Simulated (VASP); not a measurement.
```
CELL_PARAMETERS angstrom
      1.55396    -2.69154     0.00000
      1.55396     2.69154     0.00000
      0.00000     0.00000     4.97627
ATOMIC_POSITIONS crystal
  Al 0.66667 0.33333 0.50005
  Al 0.33333 0.66667 0.00005
  N  0.66667 0.33333 0.88195
  N  0.33333 0.66667 0.38195
```

All values below come from PBE GGA with D3 dispersion (Becke-Johnson damping), VASP's PBE PAW potentials (set 64) (plane waves; VASP). Run with 520 eV cut-off, 9×9×5 Γ-centred mesh, tetrahedra with Blöchl corrections, potentials Al N.

Predict the energy per atom (σ→0), band gap (on the k-mesh) with the smallest direct gap where there is one.

- band gap (on the k-mesh): 4.23 eV
- smallest direct gap (on the k-mesh): 4.23 eV
- energy per atom (σ→0): -7.712 eV/atom

Only differences to runs with the same potentials and settings are physical.

The compound is AlN in the wurtzite structure. It was relaxed first.
